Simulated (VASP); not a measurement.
Mo (bcc): computed properties

Method: PBEsol GGA, VASP's PBE PAW potentials (set 64) (plane waves; VASP).

```json
{
 "space_group": "Im-3m (229)",
 "cell": "a = b = c = 3.130 Å, α = β = γ = 90.00°",
 "volume_per_atom": "15.33 Å³/atom",
 "band gap (over mesh and band path)": "none (metal, semimetal or under 0.01 eV)",
 "density": "10.39 g/cm³"
}
```

Mo is modelled in the cubic space group Im-3m (No. 229), the bcc (W type) structure, Pearson symbol cI2. Lattice parameters: a = b = c = 3.1301 Å, α = β = γ = 90.00°. Mo on 2a sees 8 Mo at 2.711 Å and 6 Mo at 3.130 Å. (Neighbours: up to the widest gap in distance over summed covalent radii, below 1.35, at either atom.)
(The calculation used a cell of 1 atom; values per cell refer to that cell.)

Measured: a 3.141 Å at 0 K (computed value off by -0.4 %), as given by Daniel Mejia-Rodriguez et al., Physical Review B (2018), arXiv:1807.09216 [static lattice: zero-point anharmonic expansion removed].

The compound is Mo in the bcc structure. It was relaxed first. Symmetry was kept, so distortions that lower it aren't found.
